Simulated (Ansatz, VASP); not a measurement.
## HfB2: VASP beside Ansatz

Wanted: the spread between two codes on one cell, functional and k mesh. The cell is taken from a series of runs on this material, whose earlier steps may have relaxed, scaled, displaced or heated it; both programs get it as it stands.

Calculated with Ansatz 0.2.0; plane waves, with VASP 6.6.1 beside it; PBEsol.

## Step 1: The structure

The structure is hexagonal, space group P6/mmm (No. 191). Conventional cell: a = 3.121 Å, b = 3.121 Å, c = 3.482 Å, α = 90.00°, β = 90.00°, γ = 120.00°. Nearest to B lie 3 B at 1.80 Å and 6 Hf at 2.51 Å. Nearest to Hf lie 12 B at 2.51 Å. Farther neighbours are not listed.

## Step 2: VASP: zone-centre phonons, PBEsol

Second derivatives magnify differences that forces hide, and they need a tight electronic threshold.

Lines of VASP's logs that name or quote its potential files are left out, and so is its time.

INCAR

```
SYSTEM = HfB2
PREC = Accurate
ENCUT = 500
EDIFF = 1E-08
NELM = 120
ISMEAR = 1
SIGMA = 0.2
LREAL = .FALSE.
ALGO = Normal
GGA = PS
NBANDS = 14
LASPH = .TRUE.
LORBIT = 11
LWAVE = .FALSE.
LCHARG = .FALSE.
ISIF = 2
IBRION = 8
GGA_COMPAT = .FALSE.
KPAR = 2
```

POSCAR

```
HfB2
1.0
    3.1214612820      0.0000000000      0.0000000000
   -1.5607306410      2.7032647671      0.0000000000
    0.0000000000      0.0000000000      3.4816710116
B Hf
2 1
Direct
    0.3333333333      0.6666666667      0.5000000000
    0.6666666667      0.3333333333      0.5000000000
    0.0000000000      0.0000000000      0.0000000000
```

KPOINTS

```
Automatic mesh
0
Gamma
15 15 12
0 0 0
```

The projector-augmented-wave data sets are B and Hf_pv (PBE family, release 64).

Run with:

```sh
$ mpirun -np 2 vasp_std
```

Numbers of over 12 decimals in the logs are rounded to 6 here.

The log of the run:

```text
[banner, memory and clock lines left out]
running    2 mpi-ranks, on    1 nodes
 distrk:  each k-point on    1 cores,    2 groups
 distr:  one band on    1 cores,    1 groups

 POSCAR found type information on POSCAR B Hf
 POSCAR found :  2 types and       3 ions
|                                                                             |
|               ----> ADVICE to this user running VASP <----                  |
|                                                                             |
|     You enforced a specific xc type in the INCAR file but a different       |
|     [... a line on the potential file left out ...]
|     I HOPE YOU KNOW WHAT YOU ARE DOING!                                     |
|                                                                             |

 LDA part: xc-table for (Slater+PW92), standard interpolation
 POSCAR, INCAR and KPOINTS ok, starting setup
 FFT: planning ... GRIDC
 FFT: planning ... GRID_SOFT
 FFT: planning ... GRID
 WAVECAR not read
 entering main loop
       N       E                     dE             d eps       ncg     rms          rms(c)
DAV:   1     0.265996849413E+02    0.26600E+02   -0.80142E+03  5292   0.105E+03
DAV:   2    -0.285641874105E+02   -0.55164E+02   -0.51738E+02  6782   0.223E+02
DAV:   3    -0.301028672575E+02   -0.15387E+01   -0.15284E+01  7140   0.281E+01
DAV:   4    -0.301104410405E+02   -0.75738E-02   -0.75720E-02  6012   0.235E+00
DAV:   5    -0.301104893017E+02   -0.48261E-04   -0.48258E-04  7056   0.164E-01    0.541E+01
DAV:   6    -0.279786700827E+02    0.21318E+01   -0.32657E+00  6372   0.125E+01    0.394E+01
DAV:   7    -0.279335928987E+02    0.45077E-01   -0.11194E+00  6750   0.751E+00    0.110E+01
DAV:   8    -0.278667301639E+02    0.66863E-01   -0.30800E-01  6288   0.408E+00    0.159E+00
DAV:   9    -0.278621294063E+02    0.46008E-02   -0.25625E-02  6180   0.126E+00    0.437E-01
DAV:  10    -0.278618465234E+02    0.28288E-03   -0.10622E-03  6504   0.276E-01    0.260E-01
DAV:  11    -0.278618544342E+02   -0.79109E-05   -0.72767E-05  6510   0.659E-02    0.971E-02
DAV:  12    -0.278618519900E+02    0.24443E-05   -0.41489E-06  6180   0.157E-02    0.126E-02
DAV:  13    -0.278618520781E+02   -0.88097E-07   -0.31131E-07  6702   0.444E-03    0.177E-03
DAV:  14    -0.278618520908E+02   -0.12708E-07   -0.34025E-08  6216   0.150E-03    0.141E-03
DAV:  15    -0.278618521088E+02   -0.18029E-07   -0.23735E-09  2970   0.427E-04    0.880E-04
DAV:  16    -0.278618521079E+02    0.88357E-09   -0.19136E-10  2808   0.129E-04
   1 F= -.27861852E+02 E0= -.27862016E+02  d E =0.492426E-03
 Linear response reoptimize wavefunctions to high precision
DAV:   1    -0.278618521055E+02    0.24565E-08   -0.15342E-10  2994   0.104E-04
DAV:   2    -0.278618521055E+02   -0.25011E-11   -0.17539E-11  2760   0.393E-05
 Linear response DOF=           4
 Linear response progress:
  Degree of freedom:   1/  4
       N       E                     dE             d eps       ncg     rms          rms(c)
RMM:   1    -0.445390104291E-01   -0.44539E-01    0.24898E-02 53266   0.113E+00
RMM:   2    -0.433313148778E-01    0.12077E-02   -0.12134E-03 37982   0.200E-01    0.265E-01
RMM:   3    -0.432155793124E-01    0.11574E-03   -0.51488E-04 33999   0.113E-01    0.141E-01
RMM:   4    -0.437059570329E-01   -0.49038E-03   -0.49747E-04 34191   0.106E-01    0.191E-02
RMM:   5    -0.436715830065E-01    0.34374E-04   -0.16075E-05 37689   0.223E-02    0.607E-03
RMM:   6    -0.436684369449E-01    0.31461E-05   -0.74402E-07 39902   0.439E-03    0.182E-03
RMM:   7    -0.436645117304E-01    0.39252E-05   -0.96987E-08 39814   0.161E-03    0.929E-04
RMM:   8    -0.436654747690E-01   -0.96304E-06   -0.88116E-09 41649   0.373E-04    0.343E-04
RMM:   9    -0.436656322453E-01   -0.15748E-06   -0.72465E-09 41998   0.952E-05    0.149E-04
RMM:  10    -0.436656621314E-01   -0.29886E-07   -0.71697E-10 39296   0.442E-05    0.302E-05
RMM:  11    -0.436657014124E-01   -0.39281E-07   -0.55072E-11 41275   0.128E-05    0.104E-05
RMM:  12    -0.436657028082E-01   -0.13958E-08    0.44193E-10 38523   0.379E-06    0.137E-05
 first order change of Fermi-energy   0.11358E-04
 force on displaced ion       1 direction 1 : -17.284  -0.001   0.000
 Linear response progress:
  Degree of freedom:   2/  4
       N       E                     dE             d eps       ncg     rms          rms(c)
RMM:   1    -0.450708519255E-01   -0.45071E-01    0.45524E-02 18342   0.128E+00
RMM:   2    -0.450766946658E-01   -0.58427E-05   -0.10825E-03 13595   0.196E-01    0.439E-01
RMM:   3    -0.449480007010E-01    0.12869E-03   -0.74458E-04 12285   0.137E-01    0.210E-01
RMM:   4    -0.453566913723E-01   -0.40869E-03   -0.38273E-04 13404   0.908E-02    0.303E-02
RMM:   5    -0.453865471882E-01   -0.29856E-04   -0.20275E-05 13610   0.280E-02    0.869E-03
RMM:   6    -0.453837864316E-01    0.27608E-05   -0.11655E-06 13833   0.653E-03    0.279E-03
RMM:   7    -0.453718391443E-01    0.11947E-04   -0.19846E-07 12980   0.236E-03    0.504E-04
RMM:   8    -0.453714616502E-01    0.37749E-06   -0.13594E-08 14580   0.553E-04    0.144E-04
RMM:   9    -0.453714408884E-01    0.20762E-07    0.42245E-09 14814   0.106E-04    0.119E-04
RMM:  10    -0.453715263706E-01   -0.85482E-07    0.10790E-10 15269   0.280E-05    0.397E-05
RMM:  11    -0.453714912515E-01    0.35119E-07    0.17635E-10 13538   0.242E-05    0.328E-06
RMM:  12    -0.453714906734E-01    0.57814E-09    0.12265E-09 14238   0.523E-06    0.270E-06
 first order change of Fermi-energy  -0.42777E-04
 force on displaced ion       1 direction 3 :   0.000   0.000  -9.995
 Linear response progress:
  Degree of freedom:   3/  4
       N       E                     dE             d eps       ncg     rms          rms(c)
RMM:   1    -0.204960484872E+00   -0.20496E+00    0.46448E+00 13851   0.125E+01
RMM:   2    -0.203739891926E+00    0.12206E-02   -0.32467E-02 19233   0.124E+00    0.497E-01
RMM:   3    -0.203055468252E+00    0.68442E-03   -0.11001E-03 25325   0.168E-01    0.221E-01
RMM:   4    -0.202583104291E+00    0.47236E-03   -0.76302E-05 26605   0.537E-02    0.141E-01
RMM:   5    -0.202108258342E+00    0.47485E-03   -0.29124E-05 26530   0.384E-02    0.122E-02
RMM:   6    -0.202099503147E+00    0.87552E-05   -0.23968E-06 25975   0.106E-02    0.363E-03
RMM:   7    -0.202114403117E+00   -0.14900E-04    0.17752E-07 27985   0.253E-03    0.374E-03
RMM:   8    -0.202114675431E+00   -0.27231E-06   -0.80894E-07 27447   0.578E-04    0.476E-04
RMM:   9    -0.202114247742E+00    0.42769E-06   -0.47274E-07 28034   0.247E-04    0.381E-04
RMM:  10    -0.202114592067E+00   -0.34433E-06   -0.38678E-07 27364   0.794E-05    0.796E-06
RMM:  11    -0.202114581342E+00    0.10726E-07   -0.15544E-07 28563   0.294E-05    0.276E-05
RMM:  12    -0.202114586183E+00   -0.48413E-08   -0.68086E-08 26656   0.118E-05    0.155E-05
 first order change of Fermi-energy   0.57898E-04
 force on displaced ion       3 direction 1 : -14.022   0.000   0.000
 Linear response progress:
  Degree of freedom:   4/  4
       N       E                     dE             d eps       ncg     rms          rms(c)
RMM:   1    -0.229087644855E+00   -0.22909E+00    0.44750E+00  6028   0.127E+01
RMM:   2    -0.227608706308E+00    0.14789E-02   -0.38496E-02  8126   0.132E+00    0.824E-01
RMM:   3    -0.227143982103E+00    0.46472E-03   -0.21045E-03 10646   0.210E-01    0.417E-01
RMM:   4    -0.226746724380E+00    0.39726E-03   -0.21528E-04 10222   0.759E-02    0.163E-01
RMM:   5    -0.226512784332E+00    0.23394E-03   -0.24341E-05 10644   0.316E-02    0.242E-02
RMM:   6    -0.226453101025E+00    0.59683E-04   -0.28597E-06 10713   0.987E-03    0.421E-03
RMM:   7    -0.226466904565E+00   -0.13804E-04    0.10184E-05 11485   0.328E-03    0.466E-03
RMM:   8    -0.226462012992E+00    0.48916E-05    0.20106E-05 11588   0.940E-04    0.132E-03
RMM:   9    -0.226460702552E+00    0.13104E-05    0.11125E-05 11635   0.339E-04    0.158E-04
RMM:  10    -0.226460607643E+00    0.94909E-07    0.56012E-06 12265   0.124E-04    0.603E-05
RMM:  11    -0.226460552827E+00    0.54816E-07    0.27197E-06 12168   0.509E-05    0.496E-05
RMM:  12    -0.226460519640E+00    0.33186E-07    0.13597E-06 11563   0.254E-05    0.166E-06
RMM:  13    -0.226460535300E+00   -0.15659E-07    0.70454E-07 11195   0.142E-05    0.864E-06
RMM:  14    -0.226460524140E+00    0.11160E-07    0.37974E-07  8976   0.724E-06    0.539E-06
RMM:  15    -0.226460513746E+00    0.10394E-07    0.19363E-07  9309   0.466E-06    0.504E-07
RMM:  16    -0.226460514907E+00   -0.11615E-08    0.10109E-07  6375   0.241E-06    0.646E-07
RMM:  17    -0.226460513263E+00    0.16442E-08    0.53923E-08  5974   0.167E-06    0.613E-07
 first order change of Fermi-energy  -0.10702E-03
 force on displaced ion       3 direction 3 :   0.000   0.000 -15.484
 Linear response finished
```

Parts of OUTCAR (step 2):

```text
ion  position               nearest neighbor table
   1  0.333  0.667  0.500-   2 1.80   2 1.80   2 1.80   3 2.51   3 2.51   3 2.51   3 2.51   3 2.51
                             3 2.51
   2  0.667  0.333  0.500-   1 1.80   1 1.80   1 1.80   3 2.51   3 2.51   3 2.51   3 2.51   3 2.51
                             3 2.51
   3  0.000  0.000  0.000-   1 2.51   2 2.51   1 2.51   2 2.51   1 2.51   1 2.51   2 2.51   2 2.51
                             2 2.51   2 2.51   1 2.51   1 2.51

  LATTYP: Found a hexagonal cell.
 ALAT       =     3.1214612820
 C/A-ratio  =     1.1153977887

 Subroutine GETGRP returns: Found 24 space group operations
 (whereof 24 operations were pure point group operations)

The static configuration has the point symmetry D_6h.

 Found    189 irreducible k-points:

   k-points           NKPTS =    189   k-points in BZ     NKDIM =    189   number of bands    NBANDS=     14

   dimension x,y,z NGX =    24 NGY =   24 NGZ =   28
   dimension x,y,z NGXF=    48 NGYF=   48 NGZF=   56

   ENCUT  =  500.0 eV  36.75 Ry    6.06 a.u.   5.69  5.69  6.35*2*pi/ulx,y,z

   NELECT =      16.0000    total number of electrons

 k-points in reciprocal lattice and weights: Automatic mesh
   0.00000000  0.00000000  0.00000000       0.000
   0.06666667  0.00000000  0.00000000       0.002
   0.13333333  0.00000000  0.00000000       0.002
   0.20000000  0.00000000  0.00000000       0.002
   0.26666667  0.00000000  0.00000000       0.002
   0.33333333  0.00000000  0.00000000       0.002
   0.40000000  0.00000000  0.00000000       0.002
   0.46666667  0.00000000  0.00000000       0.002
   0.06666667  0.06666667  0.00000000       0.002
[...]
0.33333333  0.26666667  0.50000000       0.004
   0.33333333  0.33333333  0.50000000       0.001

 average (electrostatic) potential at core
       1 -25.0647       2 -25.0647       3 -34.0087

  Total       -0.0349117     -0.0349117     -0.7381518      0.0000000     -0.0000000      0.0000000
  in kB       -1.9039130     -1.9039130    -40.2551999      0.0000000     -0.0000000      0.0000000
  external PRESSURE =     -14.6876753 kB  Pullay stress =       0.0000000 kB

  energy-cutoff  :      500.00
  volume of cell :       29.38
      direct lattice vectors                 reciprocal lattice vectors
     3.121461282  0.000000000  0.000000000     0.320362776  0.184961535  0.000000000
    -1.560730641  2.703264767  0.000000000     0.000000000  0.369923069  0.000000000
     0.000000000  0.000000000  3.481671012     0.000000000  0.000000000  0.287218407

 POSITION                                       TOTAL-FORCE (eV/Angst)
 -----------------------------------------------------------------------------------
     -0.00000      1.80218      1.74084        -0.000000      0.000000     -0.000000
      1.56073      0.90109      1.74084         0.000000      0.000000      0.000000
      0.00000      0.00000      0.00000         0.000000      0.000000     -0.000000
 -----------------------------------------------------------------------------------
    total drift:                               -0.000000      0.000000      0.000000

 Eigenvectors and eigenvalues of the dynamical matrix
 ----------------------------------------------------

   1 f  =   24.956788 THz   156.808125 2PiTHz  832.468848 cm-1   103.212936 meV
             X         Y         Z           dx          dy          dz
     -0.000000  1.802177  1.740836    -0.707107    0.000001   -0.000000
      1.560731  0.901088  1.740836     0.707107   -0.000001    0.000000
      0.000000  0.000000  0.000000     0.000000   -0.000000    0.000000

   2 f  =   24.956788 THz   156.808125 2PiTHz  832.468848 cm-1   103.212936 meV
             X         Y         Z           dx          dy          dz
     -0.000000  1.802177  1.740836     0.000001    0.707107   -0.000000
      1.560731  0.901088  1.740836    -0.000001   -0.707107    0.000000
      0.000000  0.000000  0.000000    -0.000000    0.000000    0.000000

   3 f  =   16.637991 THz   104.539581 2PiTHz  554.983646 cm-1    68.809171 meV
             X         Y         Z           dx          dy          dz
     -0.000000  1.802177  1.740836    -0.000000   -0.000000   -0.707107
      1.560731  0.901088  1.740836    -0.000000    0.000000    0.707107
      0.000000  0.000000  0.000000     0.000000   -0.000000    0.000000

   4 f  =   14.009557 THz    88.024642 2PiTHz  467.308519 cm-1    57.938846 meV
             X         Y         Z           dx          dy          dz
     -0.000000  1.802177  1.740836     0.000000   -0.000000   -0.667823
      1.560731  0.901088  1.740836     0.000000   -0.000000   -0.667823
      0.000000  0.000000  0.000000     0.000000    0.000000    0.328673

   5 f  =   13.334975 THz    83.786120 2PiTHz  444.806890 cm-1    55.149001 meV
             X         Y         Z           dx          dy          dz
     -0.000000  1.802177  1.740836     0.667842   -0.000000   -0.000000
      1.560731  0.901088  1.740836     0.667842    0.000000    0.000000
      0.000000  0.000000  0.000000    -0.328594   -0.000000    0.000000

   6 f  =   13.334975 THz    83.786120 2PiTHz  444.806890 cm-1    55.149001 meV
             X         Y         Z           dx          dy          dz
     -0.000000  1.802177  1.740836     0.000000   -0.667842    0.000000
      1.560731  0.901088  1.740836     0.000000   -0.667842    0.000000
      0.000000  0.000000  0.000000     0.000000    0.328594   -0.000000

   7 f/i=    0.000532 THz     0.003343 2PiTHz    0.017746 cm-1     0.002200 meV
             X         Y         Z           dx          dy          dz
     -0.000000  1.802177  1.740836    -0.000000    0.000000    0.232407
      1.560731  0.901088  1.740836    -0.000000    0.000000    0.232407
      0.000000  0.000000  0.000000    -0.000000    0.000000    0.944444

   8 f/i=    0.001617 THz     0.010159 2PiTHz    0.053932 cm-1     0.006687 meV
             X         Y         Z           dx          dy          dz
     -0.000000  1.802177  1.740836    -0.007213    0.232239   -0.000000
      1.560731  0.901088  1.740836    -0.007213    0.232239   -0.000000
      0.000000  0.000000  0.000000    -0.029320    0.944016   -0.000000

   9 f/i=    0.001617 THz     0.010159 2PiTHz    0.053932 cm-1     0.006687 meV
             X         Y         Z           dx          dy          dz
     -0.000000  1.802177  1.740836     0.232239    0.007213   -0.000000
      1.560731  0.901088  1.740836     0.232239    0.007213   -0.000000
      0.000000  0.000000  0.000000     0.944016    0.029320   -0.000000

 ELASTIC MODULI CONTR FROM IONIC RELAXATION (kBar)
 Direction    XX          YY          ZZ          XY          YZ          ZX
 --------------------------------------------------------------------------------
 XX          -0.3601      0.3601     -0.0000     -0.0000      0.0000      0.0000
 YY           0.3601     -0.3601      0.0000      0.0000     -0.0000      0.0000
 ZZ          -0.0000      0.0000     -0.0000     -0.0000      0.0000      0.0000
 XY          -0.0000      0.0000     -0.0000     -0.3601     -0.0000      0.0000
 YZ           0.0000     -0.0000      0.0000     -0.0000     -0.0000      0.0000
 ZX           0.0000      0.0000      0.0000      0.0000      0.0000      0.0000
 --------------------------------------------------------------------------------
```

(Continued in part 2 of 2.)

[Lines on the potential files, build, host, timing and source positions are cut from VASP's logs without a mark.]

[Logs are printed without paths, hosts, clocks, repeated set-up lines and the standing remarks that a program may print on its own settings, such as how far it seeks lower states.]

[Hosts, paths, dates, database ids (printed as entryN), source tags and the programs' standing remarks are cut or masked in the printed files.]
